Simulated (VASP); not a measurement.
Crystal: SrW.

```xyz
2
Lattice="1.5283 0.8824 5.6290 -1.5283 0.8824 5.6290 0.0000 -1.7647 5.6290" Properties=species:S:1:pos:R:3 pbc="T T T"
Sr    0.0000    0.0000    8.4435
W     0.0000    0.0000    0.0000
```

The cell was built by a generator and needn't be a form met in nature.

| Quantity | Value |
| --- | --- |
| Program | VASP 6.6.1 |
| Task | single point |
| Functional | PBE |
| Potentials or basis | VASP PAW PBE potentials, release 64 (Sr_sv, W_sv) |
| Cutoff | 520 eV |
| k mesh | 10 × 10 × 10 |
| Occupations | fermi-dirac, width 0.05 eV |
| Spin | no spin polarisation |

On this cell: pressure 0.3 GPa; largest force under 0.003 eV/Å; band gap on the k mesh none (metal or under the smearing width).

The same run follows on a disturbed copy (atoms moved at random, drawn with an rms of 0.05 Å):

```
CELL_PARAMETERS angstrom
1.52831 0.88237 5.62902
-1.52831 0.88237 5.62902
0.00000 -1.76474 5.62902
ATOMIC_POSITIONS crystal
Sr 0.49589 0.49536 0.50880
W 0.00426 0.99791 0.00814
```

Question: What does the disturbed cell give?

Answer: The energy (extrapolated to zero smearing) moves by +3.2 meV/atom; pressure 0.4 GPa; largest force 0.227 eV/Å; band gap on the k mesh none (metal or under the smearing width).

Forces in eV/Å, atoms in the order of the input:
```
Sr   0.009  0.011  0.227
W   -0.009 -0.011 -0.227
```

Stress tensor (GPa, compression positive):
```
 0.31 -0.01  0.01
-0.01  0.34  0.02
 0.01  0.02  0.55
```
